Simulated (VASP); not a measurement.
# ZnO (zincite): convergence with the PAW data sets and k-mesh

How sensitive are energy, pressure and forces of ZnO (zincite) to the PAW data sets and k-mesh? The series runs use PBE. The PAW data sets tried: minimal 64: Zn O; recommended 54: Zn O; gw 64: Zn_sv_GW O_GW; hard 64: Zn O_h; soft 64: Zn O_s. The k-mesh tried: 2 2 2; 3 3 2; 4 4 3; 5 5 3; 7 7 4; 9 9 5; 12 12 7; 14 14 8. The start is a cell from a database of measured crystal structures.

Method: PBE; plane waves and PAW (Zn, O), in the first sound run; inputs show where later runs differ, in VASP 6.6.1.

## Step 1: Set-up

Symmetry: P6_3mc, No. 186, hexagonal system. The conventional cell has a = 3.249 Å, b = 3.249 Å, c = 5.206 Å, α = 90.00°, β = 90.00°, γ = 120.00°. Nearest to Zn lie 4 O at 1.97 to 1.98 Å. Nearest to O lie 4 Zn at 1.97 to 1.98 Å. Farther neighbours and most contacts between anions are not listed.

## Step 2: PAW data sets: minimal 64: Zn O

Data sets differ in which electrons are valence and how hard the partial waves are. PBE, the usual starting point, adds the gradient of the density.

INCAR reads:

```
SYSTEM = ZnO
PREC = Accurate
ENCUT = 520
EDIFF = 1E-06
NELM = 100
ISMEAR = -1
SIGMA = 0.05
LREAL = .FALSE.
ALGO = Normal
GGA = PE
NBANDS = 24
LORBIT = 11
LWAVE = .FALSE.
LCHARG = .FALSE.
KPAR = 4
ISIF = 2
```

POSCAR reads:

```
ZnO
1.0
    3.2493080000      0.0000000000      0.0000000000
   -1.6246540000      2.8139832727      0.0000000000
    0.0000000000      0.0000000000      5.2057090000
Zn O
2 2
Direct
    0.3333333333      0.6666666667      0.5000000000
    0.6666666667      0.3333333333      0.0000000000
    0.6666666667      0.3333333333      0.3790100000
    0.3333333333      0.6666666667      0.8790100000
```

KPOINTS reads:

```
Automatic mesh
0
Gamma
8 8 5
0 0 0
```

PAW data sets: Zn and O (PBE family, release 64).

Started as:

```console
$ mpirun -np 4 vasp_std
```

The log of the run:

```text
[banner, memory and clock lines left out]
running    4 mpi-ranks, on    1 nodes
 distrk:  each k-point on    1 cores,    4 groups
 distr:  one band on    1 cores,    1 groups

 POSCAR found type information on POSCAR ZnO
 POSCAR found :  2 types and       4 ions
 LDA part: xc-table for (Slater+PW92), standard interpolation
 POSCAR, INCAR and KPOINTS ok, starting setup
 FFT: planning ... GRIDC
 FFT: planning ... GRID_SOFT
 FFT: planning ... GRID
 WAVECAR not read
 entering main loop
       N       E                     dE             d eps       ncg     rms          rms(c)
DAV:   1     0.280788838934E+03    0.28079E+03   -0.18695E+04  1464   0.219E+03
DAV:   2     0.658406704649E+01   -0.27420E+03   -0.26073E+03  1568   0.422E+02
DAV:   3    -0.206439255832E+02   -0.27228E+02   -0.27007E+02  1616   0.139E+02
DAV:   4    -0.210618370990E+02   -0.41791E+00   -0.41766E+00  1688   0.183E+01
DAV:   5    -0.210643542349E+02   -0.25171E-02   -0.25171E-02  1640   0.136E+00    0.147E+01
DAV:   6    -0.176703773012E+02    0.33940E+01   -0.90311E+00  2496   0.666E+01    0.905E+00
DAV:   7    -0.178517457360E+02   -0.18137E+00   -0.27201E+00  1480   0.182E+01    0.537E+00
DAV:   8    -0.178663744213E+02   -0.14629E-01   -0.60590E-01  2176   0.780E+00    0.166E+00
DAV:   9    -0.178145223358E+02    0.51852E-01   -0.12587E-01  2200   0.665E+00    0.311E-01
DAV:  10    -0.178175034251E+02   -0.29811E-02   -0.43963E-02  1472   0.146E+00    0.144E-01
DAV:  11    -0.178174997822E+02    0.36429E-05   -0.97161E-04  1992   0.339E-01    0.293E-02
DAV:  12    -0.178175543434E+02   -0.54561E-04   -0.77605E-05  1664   0.105E-01    0.305E-02
DAV:  13    -0.178175500502E+02    0.42932E-05   -0.20164E-05  1928   0.898E-02    0.110E-02
DAV:  14    -0.178175490189E+02    0.10313E-05   -0.89600E-06  1696   0.357E-02    0.389E-03
DAV:  15    -0.178175485505E+02    0.46835E-06   -0.10037E-06   968   0.109E-02
   1 F= -.17817549E+02 E0= -.17817546E+02  d E =-.463955E-05
```

Run time: 10 s. Hardware: 4 MPI ranks of AMD EPYC 7R32 (Zen 2), shared host; peak memory 0.58 GiB.

The logs omit lines about the potential files and the build; timing stands in the text.

Parts of OUTCAR (step 2):

```text
ion  position               nearest neighbor table
   1  0.333  0.667  0.500-   4 1.97   3 1.98   3 1.98   3 1.98
   2  0.667  0.333  0.000-   3 1.97   4 1.98   4 1.98   4 1.98
   3  0.667  0.333  0.379-   2 1.97   1 1.98   1 1.98   1 1.98
   4  0.333  0.667  0.879-   1 1.97   2 1.98   2 1.98   2 1.98

  LATTYP: Found a hexagonal cell.
 ALAT       =     3.2493080000
 C/A-ratio  =     1.6020977390

 Subroutine GETGRP returns: Found 12 space group operations
 (whereof  6 operations were pure point group operations)

The static configuration has the point symmetry C_3v.
 The point group associated with its full space group is C_6v.

 Found     30 irreducible k-points:

   k-points           NKPTS =     30   k-points in BZ     NKDIM =     30   number of bands    NBANDS=     24

   dimension x,y,z NGX =    24 NGY =   24 NGZ =   40
   dimension x,y,z NGXF=    48 NGYF=   48 NGZF=   80

   ENCUT  =  520.0 eV  38.22 Ry    6.18 a.u.   6.04  6.04  9.68*2*pi/ulx,y,z

   NELECT =      36.0000    total number of electrons

 k-points in reciprocal lattice and weights: Automatic mesh
   0.00000000  0.00000000  0.00000000       0.003
   0.12500000  0.00000000  0.00000000       0.019
   0.25000000  0.00000000  0.00000000       0.019
   0.37500000  0.00000000  0.00000000       0.019
   0.50000000  0.00000000  0.00000000       0.009
   0.12500000  0.12500000  0.00000000       0.019
   0.25000000  0.12500000  0.00000000       0.038
   0.37500000  0.12500000  0.00000000       0.038
   0.25000000  0.25000000  0.00000000       0.019
[...]
0.25000000  0.25000000  0.40000000       0.038
   0.37500000  0.25000000  0.40000000       0.038

 average (electrostatic) potential at core
       1 -35.8009       2 -35.8009       3 -73.1443       4 -73.1443

 E-fermi :   1.6330

 k-point     1 :       0.0000    0.0000    0.0000
  band No.  band energies     occupation
    ...
     14       0.3909      2.00000
     15       0.3910      2.00000
     16       1.1317      1.99991
     17       1.2024      1.99964
     18       1.2024      1.99964
     19       1.9906      0.00157
     20       6.4098      0.00000
     21       9.4642      0.00000
     22      14.0483      0.00000
     23      14.0483      0.00000
    ...

 k-point     2 :       0.1250    0.0000    0.0000
  band No.  band energies     occupation
    ...
     14      -0.1562      2.00000
     15       0.1860      2.00000
     16       0.4017      2.00000
     17       1.0262      1.99999
     18       1.0935      1.99996
     19       3.0019      0.00000
     20       7.0294      0.00000
     21       9.4533      0.00000
     22      12.6557      0.00000
     23      14.1998      0.00000
    ...

 k-point     3 :       0.2500    0.0000    0.0000
  band No.  band energies     occupation
    ...
     14      -1.2930      2.00000
     15      -0.5052      2.00000
     16      -0.3101      2.00000
     17       0.7039      2.00000
     18       0.8135      2.00000
     19       4.4618      0.00000
     20       8.2251      0.00000
     21       9.3774      0.00000
     22      10.8199      0.00000
     23      12.8234      0.00000
    ...

  Total        1.6192232      1.6192232      2.1471845      0.0000000      0.0000000     -0.0000000
  in kB       54.5035776     54.5035776     72.2749290      0.0000000      0.0000000     -0.0000000
  external PRESSURE =      60.4273614 kB  Pullay stress =       0.0000000 kB

  energy-cutoff  :      520.00
  volume of cell :       47.60
      direct lattice vectors                 reciprocal lattice vectors
     3.249308000  0.000000000  0.000000000     0.307757836  0.177684070  0.000000000
    -1.624654000  2.813983273  0.000000000     0.000000000  0.355368139  0.000000000
     0.000000000  0.000000000  5.205709000     0.000000000  0.000000000  0.192096792

 POSITION                                       TOTAL-FORCE (eV/Angst)
 -----------------------------------------------------------------------------------
     -0.00000      1.87599      2.60285        -0.000000      0.000000     -0.075047
      1.62465      0.93799      0.00000        -0.000000      0.000000     -0.075047
      1.62465      0.93799      1.97302         0.000000      0.000000      0.075047
     -0.00000      1.87599      4.57587         0.000000     -0.000000      0.075047
 -----------------------------------------------------------------------------------
    total drift:                               -0.000000     -0.000000     -0.000054

  FREE ENERGIE OF THE ION-ELECTRON SYSTEM (eV)
  ---------------------------------------------------
  free  energy   TOTEN  =       -17.8175485505 eV

  energy  without entropy=      -17.8175439110  energy(sigma->0) =      -17.81754623

 total charge
# of ion       s       p       d       tot
------------------------------------------
    1        0.458   0.488   9.904  10.850
    2        0.458   0.488   9.904  10.850
    3        1.550   3.459   0.000   5.009
    4        1.550   3.459   0.000   5.009
--------------------------------------------------
tot          4.014   7.895  19.808  31.717

[... 3 further parts left out ...]
```

The gap is read on the k-mesh alone, so it is an upper bound where the band edges lie off the mesh.

Numbers from this step:

| Item | Value |
| --- | --- |
| SCF cycles | 15 |
| electrons | 36 |
| bands | 24 |
| irreducible k-points | 30 |
| symmetry operations | 12 |
| free energy (TOTEN) | -17.82 eV |
| Fermi energy | 1.633 eV |
| pressure | 6.043 GPa |
| metallic | no |
| valence top at k | 0, 0, 0 |
| conduction bottom at k | 0, 0, 0 |
| least direct gap at k | 0, 0, 0 |
| gap on the k-mesh | 0.7882 eV |
| least direct gap on the k-mesh | 0.7882 eV |

The series starts at -4.4544 eV an atom and 6.04 GPa, after 15 cycles in 10 s.

## Step 3: PAW data sets: recommended 54: Zn O

INCAR is that of step 2.

POSCAR is that of step 2.

KPOINTS is that of step 2.

PAW data sets: Zn and O (PBE family, release 54).

Started as:

```console
$ mpirun -np 4 vasp_std
```

The log of the run:

```text
[... set-up lines as in an earlier step ...]
 entering main loop
       N       E                     dE             d eps       ncg     rms          rms(c)
[... 15 cycles as in an earlier step ...]
   1 F= -.17817549E+02 E0= -.17817546E+02  d E =-.463955E-05
```

Run time: 9.6 s. Hardware: 4 MPI ranks; peak memory 0.58 GiB.

From OUTCAR (step 3):

```text
[... 6 parts as in an earlier step ...]

[... 1 further part left out ...]
[key lines of the parts left out:]
E-fermi :   1.6330
```

With 36 valence electrons the pressure is 6.04 GPa, +0.00 GPa from the first of the series, after 15 cycles in 9.6 s.

## Step 4: PAW data sets: GW 64: Zn sv GW O GW

This step: PBE; plane waves and PAW (Zn_sv_GW, O_GW) (VASP 6.6.1).

Changes to INCAR since step 3:

```diff
@@ -2,3 +2,3 @@
 PREC = Accurate
-ENCUT = 520
+ENCUT = 540
 EDIFF = 1E-06
@@ -10,3 +10,3 @@
 GGA = PE
-NBANDS = 24
+NBANDS = 32
 LORBIT = 11
```

POSCAR is that of step 3.

KPOINTS is that of step 3.

Potentials, in the order of the species: Zn_sv_GW and O_GW (PBE family, release 64).

Started as:

```console
$ mpirun -np 4 vasp_std
```

The log of the run:

```text
[... set-up lines as in an earlier step ...]
 entering main loop
       N       E                     dE             d eps       ncg     rms          rms(c)
DAV:   1     0.872738960497E+03    0.87274E+03   -0.32308E+04  3096   0.869E+03
DAV:   2     0.824196206212E+02   -0.79032E+03   -0.76662E+03  3696   0.200E+03
DAV:   3    -0.168720396075E+02   -0.99292E+02   -0.98566E+02  3816   0.676E+02
DAV:   4    -0.209088051740E+02   -0.40368E+01   -0.40321E+01  3144   0.994E+01
[...]
DAV:  12    -0.179469836453E+02   -0.31381E-04   -0.31824E-04  2936   0.360E-01    0.532E-03
DAV:  13    -0.179469865837E+02   -0.29384E-05   -0.39441E-06  1704   0.113E-01    0.211E-03
DAV:  14    -0.179469872843E+02   -0.70061E-06   -0.10023E-06  1584   0.593E-02
   1 F= -.17946987E+02 E0= -.17946985E+02  d E =-.385550E-05
```

It took 19 s on 4 MPI ranks; peak memory 0.72 GiB; 72 s of CPU time.

Parts of OUTCAR (step 4):

```text
  Total        0.6820591      0.6820591      1.1894747      0.0000000     -0.0000000     -0.0000000
  in kB       22.9583297     22.9583297     40.0381046      0.0000000     -0.0000000     -0.0000000
  external PRESSURE =      28.6515880 kB  Pullay stress =       0.0000000 kB

 POSITION                                       TOTAL-FORCE (eV/Angst)
 -----------------------------------------------------------------------------------
     -0.00000      1.87599      2.60285         0.000000     -0.000000     -0.072052
      1.62465      0.93799      0.00000        -0.000000     -0.000000     -0.072052
      1.62465      0.93799      1.97302        -0.000000      0.000000      0.072052
     -0.00000      1.87599      4.57587         0.000000     -0.000000      0.072052
 -----------------------------------------------------------------------------------
    total drift:                               -0.000000     -0.000000      0.001262

  FREE ENERGIE OF THE ION-ELECTRON SYSTEM (eV)
  ---------------------------------------------------
  free  energy   TOTEN  =       -17.9469872843 eV

  energy  without entropy=      -17.9469834288  energy(sigma->0) =      -17.94698536

[... 3 further parts left out ...]
[key lines of the parts left out:]
E-fermi :   3.4520
```

With 52 valence electrons the pressure is 2.87 GPa, -3.18 GPa from the first of the series, after 14 cycles in 19 s.

## Step 5: PAW data sets: hard 64: Zn O h

This step: PBE; plane waves and PAW (Zn, O_h) (VASP 6.6.1).

Changes to INCAR since step 4:

```diff
@@ -2,3 +2,3 @@
 PREC = Accurate
-ENCUT = 540
+ENCUT = 1000
 EDIFF = 1E-06
@@ -10,3 +10,3 @@
 GGA = PE
-NBANDS = 32
+NBANDS = 24
 LORBIT = 11
```

POSCAR is that of step 4.

KPOINTS is that of step 4.

PAW data sets: Zn and O_h (PBE family, release 64).

Started as:

```console
$ mpirun -np 4 vasp_std
```

The log of the run:

```text
[... set-up lines as in an earlier step ...]
 entering main loop
       N       E                     dE             d eps       ncg     rms          rms(c)
DAV:   1     0.390623736317E+03    0.39062E+03   -0.27014E+04  1448   0.338E+03
DAV:   2     0.419103991258E+02   -0.34871E+03   -0.33072E+03  1568   0.589E+02
DAV:   3    -0.186410459553E+02   -0.60551E+02   -0.58634E+02  1752   0.197E+02
DAV:   4    -0.210278647547E+02   -0.23868E+01   -0.23823E+01  1576   0.460E+01
[...]
DAV:  13    -0.178319077980E+02   -0.16667E-04   -0.42463E-05  1904   0.804E-02    0.262E-02
DAV:  14    -0.178319002786E+02    0.75194E-05   -0.18015E-05  1824   0.420E-02    0.641E-03
DAV:  15    -0.178318999594E+02    0.31918E-06   -0.27870E-06  1584   0.161E-02
   1 F= -.17831900E+02 E0= -.17831898E+02  d E =-.456892E-05
```

Elapsed: 29 s, on 4 MPI ranks; peak memory 1.1 GiB; 1.9 min of CPU time.

From OUTCAR (step 5):

```text
  Total        1.6350733      1.6350733      2.1591105      0.0000000     -0.0000000      0.0000000
  in kB       55.0370972     55.0370972     72.6763598      0.0000000     -0.0000000      0.0000000
  external PRESSURE =      60.9168514 kB  Pullay stress =       0.0000000 kB

 POSITION                                       TOTAL-FORCE (eV/Angst)
 -----------------------------------------------------------------------------------
     -0.00000      1.87599      2.60285         0.000000     -0.000000     -0.074678
      1.62465      0.93799      0.00000        -0.000000      0.000000     -0.074678
      1.62465      0.93799      1.97302         0.000000      0.000000      0.074678
     -0.00000      1.87599      4.57587        -0.000000     -0.000000      0.074678
 -----------------------------------------------------------------------------------
    total drift:                                0.000000     -0.000000      0.000204

  FREE ENERGIE OF THE ION-ELECTRON SYSTEM (eV)
  ---------------------------------------------------
  free  energy   TOTEN  =       -17.8318999594 eV

  energy  without entropy=      -17.8318953905  energy(sigma->0) =      -17.83189767

[... 1 part as in an earlier step ...]

[... 2 further parts left out ...]
[key lines of the parts left out:]
E-fermi :   1.9553
```

With 36 valence electrons the pressure is 6.09 GPa, +0.05 GPa from the first of the series, after 15 cycles in 29 s.

## Step 6: PAW data sets: soft 64: Zn O s

This step: PBE; plane waves and PAW (Zn, O_s) (VASP 6.6.1).

Changes to INCAR since step 5:

```diff
@@ -2,3 +2,3 @@
 PREC = Accurate
-ENCUT = 1000
+ENCUT = 400
 EDIFF = 1E-06
```

POSCAR is that of step 5.

KPOINTS is that of step 5.

PAW data sets: Zn and O_s (PBE family, release 64).

Started as:

```console
$ mpirun -np 4 vasp_std
```

The log of the run:

```text
[... set-up lines as in an earlier step ...]
 entering main loop
       N       E                     dE             d eps       ncg     rms          rms(c)
DAV:   1     0.228609200814E+03    0.22861E+03   -0.16019E+04  1448   0.183E+03
DAV:   2    -0.537730987433E+01   -0.23399E+03   -0.22529E+03  1504   0.380E+02
DAV:   3    -0.209419050011E+02   -0.15565E+02   -0.15501E+02  1632   0.113E+02
DAV:   4    -0.210867284254E+02   -0.14482E+00   -0.14480E+00  1664   0.113E+01
[...]
DAV:  14    -0.178039821901E+02   -0.16259E-05   -0.14769E-05  1688   0.374E-02    0.729E-02
DAV:  15    -0.178039794195E+02    0.27706E-05   -0.57666E-06  1936   0.586E-02    0.375E-02
DAV:  16    -0.178039796786E+02   -0.25904E-06   -0.68592E-06  1584   0.733E-02
   1 F= -.17803980E+02 E0= -.17803977E+02  d E =-.462920E-05
```

It took 8.6 s on 4 MPI ranks; peak memory 0.53 GiB.

From OUTCAR (step 6):

```text
  Total        1.5190353      1.5190353      2.0469272      0.0000000     -0.0000000      0.0000000
  in kB       51.1312212     51.1312212     68.9002362      0.0000000     -0.0000000      0.0000000
  external PRESSURE =      57.0542262 kB  Pullay stress =       0.0000000 kB

 POSITION                                       TOTAL-FORCE (eV/Angst)
 -----------------------------------------------------------------------------------
     -0.00000      1.87599      2.60285         0.000000      0.000000     -0.075801
      1.62465      0.93799      0.00000        -0.000000      0.000000     -0.075801
      1.62465      0.93799      1.97302         0.000000     -0.000000      0.075801
     -0.00000      1.87599      4.57587         0.000000      0.000000      0.075801
 -----------------------------------------------------------------------------------
    total drift:                                0.000000     -0.000000     -0.003228

  FREE ENERGIE OF THE ION-ELECTRON SYSTEM (eV)
  ---------------------------------------------------
  free  energy   TOTEN  =       -17.8039796786 eV

  energy  without entropy=      -17.8039750494  energy(sigma->0) =      -17.80397736

[... 1 part as in an earlier step ...]

[... 2 further parts left out ...]
[key lines of the parts left out:]
E-fermi :   1.8707
```

With 36 valence electrons the pressure is 5.71 GPa, -0.34 GPa from the first of the series, after 16 cycles in 8.6 s.

## Step 7: The PAW data sets series as a table

This step: convergence of PBE results with the datasets; plane waves and PAW (VASP 6.6.1).

This step runs nothing: it gathers the runs above.

Differences are taken from the run with minimal 64: Zn O. Results of the series, by row:

| setting | status | pressure (GPa) | largest force difference (meV/Å) | gap (eV) | SCF cycles | wall time (s) |
| --- | --- | --- | --- | --- | --- | --- |
| minimal 64: Zn O, 520 eV | converged | 6.043 | 0 | 0.7882 | 15 | 10 |
| recommended 54: Zn O, 520 eV | converged | 6.043 | 0 | 0.7882 | 15 | 9.6 |
| gw 64: Zn_sv_GW O_GW, 540 eV | converged | 2.865 | 2.995 | 0.8089 | 14 | 18.6 |
| hard 64: Zn O_h, 1000 eV | converged | 6.092 | 0.369 | 0.7899 | 15 | 29 |
| soft 64: Zn O_s, 400 eV | converged | 5.705 | 0.754 | 0.7884 | 16 | 8.6 |

(Continued in part 2 of 3.)

[Lines on the potential files, build, host, timing and source positions are cut from VASP's logs without a mark.]

[Logs are printed without paths, hosts, clocks, repeated set-up lines and the standing remarks that a program may print on its own settings, such as how far it seeks lower states.]

[Hosts, paths, dates, database ids (printed as entryN), source tags and the programs' standing remarks are cut or masked in the printed files.]

[A measured line is paired with the nearest computed mode of its activity, which favours agreement.]
